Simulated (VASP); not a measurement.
VASP runs on PdC (a trial cell in the CsCl structure, space group Pm-3m) share one base input (PBE GGA, plane waves, VASP's PBE PAW potentials (set 64)) and change the settings named in each case.

INCAR:
```
SYSTEM  =  PdC
PREC  =  Accurate; ENCUT  =  520; LREAL  =  .FALSE.
LASPH  =  .TRUE.
EDIFF  =  1E-6; NELM  =  100; ALGO  =  Normal
LMAXMIX  =  4
ISMEAR  =  0; SIGMA  =  0.05
GGA  =  PE
ISIF  =  2
LWAVE  =  .FALSE.; LCHARG  =  .FALSE.
```

**POSCAR**
```
PdC
1
    2.7230200000     0.0000000000     0.0000000000
    0.0000000000     2.7230200000     0.0000000000
    0.0000000000     0.0000000000     2.7230200000
Pd C
1 1
Direct
  0.0000000000   0.0000000000   0.0000000000
  0.5000000000   0.5000000000   0.5000000000
```

File KPOINTS:
```
Automatic mesh
0
Gamma
9 9 9
0 0 0
```

POTCAR, in this order: Pd C (PBE.64 set). Program: vasp_std.

```tsv
change	E(σ→0) (eV/atom)	pressure (GPa)
base run	-5.3852	12.35
POTCAR Pd C_s (PBE.64 set)	-5.3848	12.34
POTCAR Pd_pv C (PBE.64 set)	-5.3783	12.68
ENCUT = 800, POTCAR Pd C_h (PBE.64 set)	-5.3870	11.90
ENCUT = 800	-5.3865	12.32
```
 Energies of different potentials or functionals have different zeros.

Left out are runs that ran out of time, are held back, or changed the cell or the kind of run, fixed moments of cells without a moment, rows past the twelfth, gaps on odd meshes, pressures of charged cells and columns that move by less than the noise.

The structure was generated: PdC was put into the CsCl type (Pm-3m), which need not be its known phase. The cell was not relaxed at this level.
